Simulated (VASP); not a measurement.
A run of VASP 6.6.1:

File INCAR:

```
ALGO     = Fast           # electronic algorithm
EDIFF    = 1E-6           # SCF threshold, eV
ENCUT    = 520            # plane-wave cutoff, eV
GGA      = PE             # functional
ISIF     = 2              # what is computed and relaxed
ISMEAR   = 0              # smearing method
LASPH    = T              # aspherical terms in the spheres
LCHARG   = T              # write CHGCAR
LELF     = T              # ELF
LREAL    = F              # projectors in reciprocal space
LVHAR    = T            
LWAVE    = F              # write WAVECAR
NBANDS   = 16             # bands
NELM     = 100            # most SCF steps
PREC     = Accurate       # precision mode
SIGMA    = 0.1            # smearing width, eV
```

KPOINTS

```
k-points
0
Gamma
  6 6 3
```

File POSCAR:

```
CaBr
1.0
    3.9170223818      0.0000000000      0.0000000000
   -1.9585111909      3.3922408898      0.0000000000
    0.0000000000      0.0000000000      4.3410340000
Ca Br
1 1
Direct
    0.0000000000      0.0000000000      0.0000000000
    0.3333333333      0.6666666667      0.5000000000
```

Potentials or basis: VASP PAW PBE potentials, release 64 (Ca_sv, Br).

Launch:

```console
$ cat potpaw_PBE.64/Ca_sv/POTCAR potpaw_PBE.64/Br/POTCAR > POTCAR
$ mpirun -np 1 vasp_std > vasp.out
```

Hardware: 1 thread of Intel(R) Xeon(R) 6975P-C (Granite Rapids) (shared host).

**Question.** How long does it take, and how much memory?

**Answer.** Wall time 7.5 s on 1 thread of Intel(R) Xeon(R) 6975P-C (Granite Rapids), on a shared host, peak memory 0.17 GiB. Counts: scf iterations 14, k points 14.
